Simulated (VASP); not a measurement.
# MnBeGe (P-62m) in VASP: single point with r2SCAN

Aim: the single point of MnBeGe with r2SCAN.

Everything below comes from runs of VASP 6.6.1. Logs are shortened: lines on timing, memory, paths and dates and some standing lists are left out, and cuts for length are marked.

## 1. Starting point

Symmetry: P-62m, No. 189, hexagonal system. Conventional cell: a = 6.146 Å, b = 6.146 Å, c = 3.413 Å, α = 90.00°, β = 90.00°, γ = 120.00°. Be (site symmetry m2m) has 5 Ge at 2.51 to 2.57 Å and 6 Mn at 2.65 to 2.82 Å as nearest neighbours. Mn (site symmetry m2m) is surrounded by 4 Ge at 2.30 to 2.34 Å. Around Ge (site symmetry -6) lie 3 Mn at 2.34 Å and 6 Be at 2.51 Å. Ge (site symmetry -62m) has 6 Mn at 2.30 Å and 3 Be at 2.57 Å as nearest neighbours.

The cell was built by a generator and needn't be a form met in nature.

## 2. Single point, r2SCAN

File INCAR:

```
SYSTEM = MnBeGe
  ALGO = Normal
  EDIFF = 1E-6
  ENCUT = 520
  ISIF = 2
  ISMEAR = 1
  LASPH = .TRUE.
  LCHARG = .TRUE.
  LELF = .TRUE.
  LMIXTAU = .TRUE.
  LREAL = .FALSE.
  LVHAR = .TRUE.
  LWAVE = .FALSE.
  METAGGA = R2SCAN
  NBANDS = 54
  NELM = 100
  PREC = Accurate
  SIGMA = 0.0218
```

File KPOINTS:

```
k-points
0
G
  5 5 8
  0 0 0
```

File POSCAR:

```
MnBeGe
1.0
    6.1464950000      0.0000000000      0.0000000000
   -3.0732480000      5.3230250000      0.0000000000
    0.0000000000      0.0000000000      3.4125270000
Be Mn Ge
3 3 3
Direct
    0.5820000000      0.0000000000      0.5000000000
    0.4180000000      0.4180000000      0.5000000000
    0.0000000000      0.5820000000      0.5000000000
    0.2520000000      0.0000000000      0.0000000000
    0.7480000000      0.7480000000      0.0000000000
    0.0000000000      0.2520000000      0.0000000000
    0.3333000000      0.6667000000      0.0000000000
    0.6667000000      0.3333000000      0.0000000000
    0.0000000000      0.0000000000      0.5000000000
```

Potentials or basis: VASP PAW PBE potentials, release 64 (Be, Mn_pv, Ge_d).

The run is started by

```
$ cat potpaw_PBE.64/Be/POTCAR potpaw_PBE.64/Mn_pv/POTCAR potpaw_PBE.64/Ge_d/POTCAR > POTCAR
$ mpirun -np 1 vasp_std > vasp.out
```

OUTCAR:

```text
SYSTEM = MnBeGe
   EDIFF = 1E-6
   ENCUT = 520
   ISIF = 2
   ISMEAR = 1
   LASPH = .TRUE.
   LREAL = .FALSE.
   METAGGA = R2SCAN
   NELM = 100
   PREC = Accurate

 ion  position               nearest neighbor table
   1  0.582  0.000  0.500-   8 2.51   8 2.51   7 2.51   7 2.51   9 2.57   4 2.65   4 2.65
   2  0.418  0.418  0.500-   8 2.51   8 2.51   7 2.51   7 2.51   9 2.57   5 2.65   5 2.65
   3  0.000  0.582  0.500-   7 2.51   7 2.51   8 2.51   8 2.51   9 2.57   6 2.65   6 2.65
   4  0.252  0.000  0.000-   9 2.30   9 2.30   7 2.34   8 2.34   1 2.65   1 2.65   5 2.68   6 2.68

   5  0.748  0.748  0.000-   9 2.30   9 2.30   7 2.34   8 2.34   2 2.65   2 2.65   4 2.68   6 2.68

   6  0.000  0.252  0.000-   9 2.30   9 2.30   8 2.34   7 2.34   3 2.65   3 2.65   4 2.68   5 2.68

   7  0.333  0.667  0.000-   4 2.34   6 2.34   5 2.34   3 2.51   3 2.51   1 2.51   1 2.51   2 2.51
                             2 2.51
   8  0.667  0.333  0.000-   6 2.34   4 2.34   5 2.34   1 2.51   1 2.51   3 2.51   3 2.51   2 2.51
                             2 2.51
   9  0.000  0.000  0.500-   4 2.30   4 2.30   5 2.30   5 2.30   6 2.30   6 2.30   1 2.57   2 2.57
                             3 2.57

  LATTYP: Found a hexagonal cell.
 ALAT       =     6.1464950000
 C/A-ratio  =     0.5551988572

  Lattice vectors:

 A1 = (   6.1464950000,   0.0000000000,   0.0000000000)
 A2 = (  -3.0732480000,   5.3230250000,   0.0000000000)
 A3 = (   0.0000000000,   0.0000000000,   3.4125270000)

Analysis of symmetry for initial positions (statically):
=====================================================================
 Subroutine PRICEL returns:
 Original cell was already a primitive cell.

 Routine SETGRP: Setting up the symmetry group for a
 hexagonal supercell.

 Subroutine GETGRP returns: Found  4 space group operations
 (whereof  4 operations were pure point group operations)
 out of a pool of 24 trial point group operations.

The static configuration has the point symmetry C_2v.

Analysis of symmetry for dynamics (positions and initial velocities):
=====================================================================
 Subroutine PRICEL returns:
 Original cell was already a primitive cell.

 Routine SETGRP: Setting up the symmetry group for a
 hexagonal supercell.

 Subroutine GETGRP returns: Found  4 space group operations
 (whereof  4 operations were pure point group operations)
 out of a pool of 24 trial point group operations.

The dynamic configuration has the point symmetry C_2v.

[... 115 lines left out ...]
   NSW    =      0    number of steps for IOM
   IBRION =     -1    ionic relax: 0-MD 1-quasi-New 2-CG
   NFREE  =      0    steps in history (QN), initial steepest desc. (CG)
   ISIF   =      2    stress and relaxation
   ISYM   =      2    0-nonsym 1-usesym 2-fastsym
   POTIM  = 0.5000    time-step for ionic-motion
   TEBEG  =    0.0;   TEEND  =   0.0 temperature during run
   PSTRESS=    0.0 pullay stress
   NELECT =      87.0000    total number of electrons
   NUPDOWN=      -1.0000    fix difference up-down
   EMIN   =  10.00;   EMAX   =-10.00  energy-range for DOS
   EFERMI =   0.00;   METHOD = LEGACY
   ISMEAR =     1;   SIGMA  =   0.02  broadening in eV -4-tet -1-fermi 0-gaus
   EFERMI_NEDOS =   21; number of points for ismear=-14 and -15
   IALGO  =     38    algorithm
   IMIX   =      4    mixing-type and parameters
     AMIX     =   0.40;   BMIX     =  1.00
     AMIX_MAG =   1.60;   BMIX_MAG =  1.00
  volume/ion in A,a.u.               =      12.41        83.72
  Fermi-wavevector in a.u.,A,eV,Ry     =   1.506470  2.846816 30.877774  2.269452
  Thomas-Fermi vector in A             =   2.617183
   LORBIT       =      0    0 simple, 1 ext, 2 COOP (PROOUT), +10 PAW based schemes
   METAGGA = R2SCAN    functional components
   LHFCALC =     F    Hartree Fock is set to
   AEXX    =    0.0000 exact exchange contribution
   IVDW    =     0    specifies the selected vdW correction
   LEPSILON=     F    determine dielectric tensor
   LRPA    =     F    only Hartree local field effects (RPA)
 non-spin polarized calculation
 Methfessel and Paxton  Order N= 1 SIGMA  =   0.02
  energy-cutoff  :      520.00
  volume of cell :      111.65
 maximum number of plane-waves:      3036
 NGX is ok and might be reduce to    48
   NGX = 23   NGY = 23   NGZ = 13

 number of electron      87.0000020 magnetization

 Free energy of the ion-electron system (eV)
  ---------------------------------------------------
  ext. energy  EPLUGINS =         0.00000000
  ---------------------------------------------------
  free energy    TOTEN  =       -94.47694366 eV

  energy without entropy =      -94.47690644  energy(sigma->0) =      -94.47693125

 E-fermi :   7.7464     XC(G=0): -13.0497

 val. band max:        7.7311231935   @ k =  -0.2000   0.2000   0.3750
 cond. band min:       7.7531534614   @ k =   0.2000   0.2000   0.2500
 fundamental gap:      0.0220302680
 Fermi energy:         7.7463890696

 k-point     1 :       0.0000    0.0000    0.0000
  band No.  band energies     occupation
      1     -41.7486      2.00000
      2     -41.6262      2.00000
      3     -41.6261      2.00000
      4     -41.5952      2.00000
      5     -41.5781      2.00000
      6     -41.5780      2.00000
[... 1357 lines left out ...]
     53      11.9131      0.00000
     54      12.9818      0.00000

 [... further k-points ...]
[... 5 lines left out ...]
  --------------------------------------------------------------------------------------
  -------------------------------------------------------------------------------------
  Total       -0.1887001     -0.1904619     -4.1132518     -0.0015254      0.0000000      0.0000000
  in kB       -2.7078255     -2.7331061    -59.0246938     -0.0218897      0.0000000      0.0000000
  external PRESSURE =     -21.4885418 kB  Pullay stress =       0.0000000 kB

 VOLUME and BASIS-vectors are now :
 -----------------------------------------------------------------------------
  energy-cutoff  :      520.00
  volume of cell :      111.65
      direct lattice vectors                 reciprocal lattice vectors
     6.146495000  0.000000000  0.000000000     0.162694349  0.093931567  0.000000000
    -3.073248000  5.323025000  0.000000000     0.000000000  0.187863104  0.000000000
     0.000000000  0.000000000  3.412527000     0.000000000  0.000000000  0.293037974

 POSITION                                       TOTAL-FORCE (eV/Angst)
 -----------------------------------------------------------------------------------
      3.57726      0.00000      1.70626         0.457574     -0.000267      0.000000
      1.28462      2.22502      1.70626        -0.228466     -0.395714      0.000000
     -1.78863      3.09800      1.70626        -0.229018      0.396137      0.000000
      1.54892      0.00000      0.00000         1.852939      0.001578      0.000000
      2.29879      3.98162      0.00000        -0.928247     -1.607773      0.000000
     -0.77446      1.34140      0.00000        -0.925104      1.605483      0.000000
     -0.00031      3.54886      0.00000         0.003652     -0.001801      0.000000
      3.07355      1.77416      0.00000        -0.003386      0.002262      0.000000
      0.00000      0.00000      1.70626         0.000055      0.000096      0.000000
 -----------------------------------------------------------------------------------
    total drift:                               -0.000007     -0.000067      0.000000

  FREE ENERGIE OF THE ION-ELECTRON SYSTEM (eV)
  ---------------------------------------------------
  free  energy   TOTEN  =       -94.4769436601 eV

  energy  without entropy=      -94.4769064397  energy(sigma->0) =      -94.47693125
```

Run time: 11 min. Hardware: 1 thread of Intel Xeon 6975P-C (Granite Rapids), shared host; peak memory 0.39 GiB.

Results:

```
Free energy            : -94.4769 eV
Pressure               : -2.1 GPa
Largest force          : 1.856 eV/Å
Band gap on the k mesh : none (metal or under the smearing width)
```

Forces on the atoms (eV/Å):
```
Be   0.458  0.000  0.000
Be  -0.228 -0.396  0.000
Be  -0.229  0.396  0.000
Mn   1.853  0.002  0.000
Mn  -0.928 -1.608  0.000
Mn  -0.925  1.605  0.000
Ge   0.004 -0.002  0.000
Ge  -0.003  0.002  0.000
Ge   0.000  0.000  0.000
```

Caveat: the PAW data sets were made with another functional, which shifts forces and pressure a little.
